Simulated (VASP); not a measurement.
Level of theory: LDA (Ceperley-Alder, Perdew-Zunger), VASP's LDA PAW potentials (set 64) (plane waves; VASP). For the first row: Settings: 520 eV cut-off, 8×8×8 Γ-centred mesh, Gaussian smearing of 0.050 eV, potentials Ga_d Sb.

```
system              energy (eV/atom)
------------------  ----------------
GaSb (zinc blende)           -4.3333
Ga atom                      -0.1457
Sb atom                      -1.0835
```

Atoms are spin-polarised in a large box without symmetry, with the spin fixed by Hund's rule, and may not be in the lowest state of each functional; no zero-point energy is added.  Spin-orbit coupling is left out, which shifts such energies by up to tenths of an eV for the heavy elements here.

Question: What is the cohesive energy per atom of GaSb?

Answer: The references average (1×(-0.1457) + 1×(-1.0835))/2 = -0.6146 eV, so the cohesive energy is -0.6146 − (-4.3333) = 3.719 eV/atom.
